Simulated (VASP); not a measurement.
Crystal: BiSbS4.

```
Sb Bi S
1.0
    -2.97500    2.97500    4.65000
     2.97500   -2.97500    4.65000
     2.97500    2.97500   -4.65000
Sb Bi S
1 1 4
Direct
  0.00000 0.00000 0.00000
  0.25000 0.75000 0.50000
  0.03000 0.11500 0.44500
  0.67000 0.58500 0.55500
  0.41500 0.97000 0.08500
  0.88500 0.33000 0.91500
```

The cell was built by a generator and needn't be a form met in nature.

| Quantity | Value |
| --- | --- |
| Program | VASP 6.6.1 |
| Task | relaxation of cell and atoms |
| Functional | PBE |
| Potentials or basis | VASP PAW PBE potentials, release 64 (Sb, Bi_d, S) |
| Cutoff | 520 eV |
| k mesh | 3 × 3 × 3 |
| Occupations | gaussian, width 0.15 eV |
| Spin | no spin polarisation |

At the start: pressure 6.0 GPa; volume 27.44 Å³/atom.

**Question.** How do energy, volume and symmetry change on relaxing?

**Answer.** Over 16 steps the energy falls by 96.2 meV/atom and the volume is 33.40 Å³/atom (+21.8 %); space group I-4 (No. 82, to 0.05 Å).

Step by step:
| step | energy change (eV) | largest force (eV/Å) | pressure (GPa) | volume (Å³) |
| --- | --- | --- | --- | --- |
| 1 | 0.0000 | 0.7781 | 5.98 | 164.62 |
| 2 | -0.1868 | 1.0030 | -3.07 | 190.20 |
| 3 | -0.3061 | 0.6508 | -0.15 | 179.52 |
| 4 | -0.3745 | 0.4644 | 0.01 | 180.57 |
| 5 | -0.4292 | 0.3141 | 0.46 | 182.22 |
| 6 | -0.4317 | 0.3583 | 0.69 | 182.76 |
| 7 | -0.4657 | 0.3688 | -0.32 | 188.19 |
| 8 | -0.4735 | 0.4037 | -0.76 | 191.78 |
| 9 | -0.5057 | 0.3172 | -0.53 | 192.41 |
| 10 | -0.5441 | 0.2037 | 0.15 | 193.53 |
| 11 | -0.5486 | 0.3056 | 1.62 | 195.78 |
| 12 | -0.5587 | 0.1959 | 0.91 | 194.75 |
| 13 | -0.5753 | 0.0322 | 0.53 | 198.91 |
| 14 | -0.5773 | 0.1512 | 0.10 | 202.47 |
| 15 | -0.5777 | 0.1294 | -0.06 | 201.96 |
| 16 | -0.5775 | 0.0685 | 0.13 | 200.43 |

Final structure:
```yaml
crystal:
  lattice:
    - [-3.23347, 3.23347, 4.79251]
    - [3.23347, -3.23347, 4.79251]
    - [3.23347, 3.23347, -4.79251]
  atoms:
    - { symbol: Sb, position: [0.00000, 0.00000, 0.00000] }
    - { symbol: Bi, position: [0.25000, 0.75000, 0.50000] }
    - { symbol: S, position: [0.06773, 0.10843, 0.43833] }
    - { symbol: S, position: [0.67010, 0.62940, 0.56167] }
    - { symbol: S, position: [0.37060, 0.93227, 0.04070] }
    - { symbol: S, position: [0.89157, 0.32990, 0.95930] }
```

Caveat: the k mesh is coarse (spacing up to 0.50 Å⁻¹), so the values aren't converged; the volume moved by over 15 % at a fixed basis, so the end points are rough.
